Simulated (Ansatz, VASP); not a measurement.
This is a calculation of MoI for Ansatz 0.2.0. 

File input.yaml:

```yaml
crystal:
  lattice:
    - [0.0, 3.17885138, 3.17885138]
    - [3.17885138, 0.0, 3.17885138]
    - [3.17885138, 3.17885138, 0.0]
  atoms:
    - { symbol: Mo, position: [0.0, 0.0, 0.0] }
    - { symbol: I, position: [0.75, 0.75, 0.75] }
hamiltonian:
  xc: pbe
  pseudopotentials: { kind: paw }
  hubbard: { sites: [{ species: Mo, l: d, u_eff: 2.0 }] }
kpoints:
  mp_grid: { grid: [7, 7, 7] }
scf:
  occupations: { method: fermi_dirac, width: 0.05 }
output:
  forces: true
  stress: true
  eigenvalues: true
relax:
  f_tol: 0.01
  max_steps: 40
  cell: { stress_tol: 0.05 }
```

Potentials or basis: Ansatz PAW.

Command:

```console
$ ansatz run input.yaml --threads 2 --pin off --max-ram 5632MiB --backend cpu --events-out ev --progress --plain --runs-dir out
```

Problem. Translate it to VASP 6.6.1. Potentials or basis there: PBE PAW files I, Mo_sv, 600 eV.

Solution. As run (cutoffs and basis follow the program's own potentials, and thresholds, step limits or extra output files can differ):

The input INCAR:

```
  PREC = Accurate
  ENCUT = 600
  EDIFF = 1E-7
  ISMEAR = -1
  SIGMA = 0.05
  LREAL = F
  LASPH = T
  NELM = 100
  ALGO = Normal
  ISIF = 3
  LWAVE = F
  LCHARG = F
  LMAXMIX = 4
  LDAU = T
  LDAUTYPE = 2
  LDAUL = 2 -1
  LDAUU = 2 0
  LDAUJ = 0 0
  LDAUPRINT = 1
  GGA = PE
  IBRION = 2
  NSW = 60
  EDIFFG = -0.01
```

The input KPOINTS:

```
Automatic mesh
0
Gamma
  7 7 7
```

POSCAR

```
MoI
1.0
    0.0000000000      3.1788513800      3.1788513800
    3.1788513800      0.0000000000      3.1788513800
    3.1788513800      3.1788513800      0.0000000000
Mo I
1 1
Direct
    0.0000000000      0.0000000000      0.0000000000
    0.7500000000      0.7500000000      0.7500000000
```

Potentials or basis: VASP PAW PBE potentials, release 64 (Mo_sv, I).

Launch:

```sh
$ cat potpaw_PBE.64/Mo_sv/POTCAR potpaw_PBE.64/I/POTCAR > POTCAR
$ mpirun -np 1 vasp_std > vasp.out
```

Both were run:

|  | Ansatz | VASP |
| --- | --- | --- |
| Relaxed volume | 28.96 Å³/atom | 28.96 Å³/atom |
| Relaxed cell | a = 4.343 Å, b = 4.343 Å, c = 4.343 Å, α = 60.00°, β = 60.00°, γ = 60.00° | a = 4.343 Å, b = 4.343 Å, c = 4.343 Å, α = 60.00°, β = 60.00°, γ = 60.00° |
| Space group after relaxing | F-43m (No. 216) | F-43m (No. 216) |
| Pressure after relaxing | 0.0 GPa | 0.0 GPa |

Ansatz's pressure holds a Pulay term of +0.02 GPa for its cutoff of 420 eV, which the other run lacks.

The potentials hold 31 and 21 valence electrons a cell.

Where Ansatz's input types no cutoff or centring, it takes its own default and a Γ-centred mesh.

The two runs disagree by more than potentials and bases usually give (in gap, levels, pressure or energy); the cause wasn't traced.

How U acts hangs on each program's projectors.

Pressure is positive in compression.
